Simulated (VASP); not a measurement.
Here is the system:

```
CELL_PARAMETERS angstrom
      5.10863     0.00000     0.00000
      0.00000     5.18210     0.00000
     -0.86618     0.00000     5.21131
ATOMIC_POSITIONS crystal
  Zr 0.72369 0.95785 0.79040
  Zr 0.27631 0.04215 0.20960
  Zr 0.27631 0.45785 0.70960
  Zr 0.72369 0.54215 0.29040
  O  0.06921 0.16629 0.84383
  O  0.93079 0.83371 0.15617
  O  0.93079 0.66629 0.65617
  O  0.06921 0.33371 0.34383
  O  0.55070 0.25742 0.02140
  O  0.44930 0.74258 0.97860
  O  0.44930 0.75742 0.47860
  O  0.55070 0.24258 0.52140
```

These are PBE GGA, VASP's PBE PAW potentials (set 64) (plane waves; VASP 6.6.1) values and carry that method's errors. Run with 400 eV cut-off, 3×3×3 Γ-centred mesh, Fermi-Dirac smearing of 0.050 eV, potentials Zr_sv O.

At this cut-off the stress carries a Pulay error, which pulls relaxed volumes low.

Problem. Give the force on each atom (eV/Å).

Solution. 
| atom | Fx | Fy | Fz |
|---|---|---|---|
| Zr1 | -0.183 | 0.043 | -0.104 |
| Zr2 | 0.183 | -0.043 | 0.104 |
| Zr3 | 0.183 | 0.043 | 0.104 |
| Zr4 | -0.183 | -0.043 | -0.104 |
| O5 | -0.042 | 0.000 | -0.107 |
| O6 | 0.042 | 0.000 | 0.107 |
| O7 | 0.042 | 0.000 | 0.107 |
| O8 | -0.042 | 0.000 | -0.107 |
| O9 | 0.147 | -0.012 | -0.020 |
| O10 | -0.147 | 0.012 | 0.020 |
| O11 | -0.147 | -0.012 | 0.020 |
| O12 | 0.147 | 0.012 | -0.020 |

Problem. Give the stress tensor in GPa (positive for a compressed cell).

Solution. 
```
4.72  0.00  0.47
0.00  4.91  0.00
0.47  0.00  4.32
```
The pressure is its mean diagonal, 4.65 GPa.

The structure comes from a computed database's ZrO2 entry, a phase known from measurement. The cell was not relaxed at this level.
